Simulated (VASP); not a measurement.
**MgCdTe₂ (space group R3m): computed properties**

Calculation: LDA (Ceperley-Alder, Perdew-Zunger), VASP's LDA PAW potentials (set 64) (plane waves; VASP).

```
Item                                                                                                                   Value
-----------------------------------------------  ---------------------------------------------------------------------------
space group                                                                                                        R3m (160)
cell                                             a = 4.523 Å, b = 4.523 Å, c = 22.022 Å, α = 90.00°, β = 90.00°, γ = 120.00°
volume per atom                                                                                                32.51 Å³/atom
band gap (over mesh and band path)                                                                                   1.31 eV
smallest direct gap (over mesh and band path)                                                                        1.31 eV
band-edge character without spin-orbit coupling                                                               direct, Γ to Γ
band gap with spin-orbit coupling                                                                                    1.03 eV
density                                                                                                           5.01 g/cm³
```

```
CELL_PARAMETERS angstrom
      2.26130     1.30556     7.34052
     -2.26130     1.30556     7.34052
      0.00000    -2.61112     7.34052
ATOMIC_POSITIONS crystal
  Mg 0.50091 0.50091 0.50091
  Cd 0.99955 0.99955 0.99955
  Te 0.87356 0.87356 0.87356
  Te 0.37597 0.37597 0.37597
```

Unless said otherwise, spin-orbit coupling is left out, though it shifts the bands of the heavy elements here.

The structure comes from a computed database's MgCdTe2 entry (R3m); how it stands against other phases isn't given here. It was relaxed first, which changed the volume by -6 %. Symmetry was kept, so distortions that lower it aren't found.
